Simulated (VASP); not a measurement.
An input for Ansatz (written as the equivalent of a VASP run, and not itself run):

Ansatz 0.2 input:
```yaml
crystal:
  lattice:
    - [0.0000000, 2.6000611, 2.6000611]
    - [2.6000611, 0.0000000, 2.6000611]
    - [2.6000611, 2.6000611, 0.0000000]
  atoms:
    - { symbol: Be, position: [0.0000000, 0.0000000, 0.0000000] }
    - { symbol: Te, position: [0.5000000, 0.5000000, 0.5000000] }
kpoints:
  mp_grid: { grid: [12, 12, 12] }
hamiltonian:
  xc: pbesol
  pseudopotentials: { kind: paw }
scf:
  occupations: { method: methfessel_paxton, width: 0.1 }
  max_iter: 100
relax:
  max_steps: 40
  f_tol: 0.02
  cell: { p_target: 10 }
output: { forces: true, stress: true, eigenvalues: true }
```

Problem. Translate this input to VASP (INCAR, KPOINTS, POSCAR, choice of POTCAR).

Solution. This is not unique; one that fits is 
### KPOINTS
```
Automatic mesh
0
Gamma
12 12 12
0 0 0
```

INCAR:
```
! general
SYSTEM =BeTe
PREC   =Accurate
ENCUT  =500
LREAL  =.FALSE.
LASPH  =.TRUE.

! electronic loop
EDIFF  =1E-6
NELM   =100
ALGO   =Normal
LMAXMIX=4

! smearing
ISMEAR =1
SIGMA  =0.1

! functional
GGA    =PS

! ions
IBRION =2
NSW    =40
ISIF   =3
EDIFFG =-0.02
PSTRESS=100

! output
LWAVE  =.FALSE.
LCHARG =.FALSE.
```

**POSCAR**
```
BeTe
1
    0.0000000000     2.6000610905     2.6000610905
    2.6000610905     0.0000000000     2.6000610905
    2.6000610905     2.6000610905     0.0000000000
Be Te
1 1
Direct
  0.0000000000   0.0000000000   0.0000000000
  0.5000000000   0.5000000000   0.5000000000
```

POTCAR, in this order: Be Te (PBE.64 set). Program: vasp_std.

What does not carry over: each code has its own PAW files, so the cut-off isn't converted (ENCUT is set for VASP's; basis.ecutwfc is left out, and Ansatz then takes the one that its files recommend); Ansatz stops its SCF on the density residual and VASP on the energy change (EDIFF).

The structure was generated: BeTe was put into the rock salt type (Fm-3m), which need not be its known phase. This run relaxes it under an external pressure of 10 GPa. Symmetry was kept, so distortions that lower it aren't found.
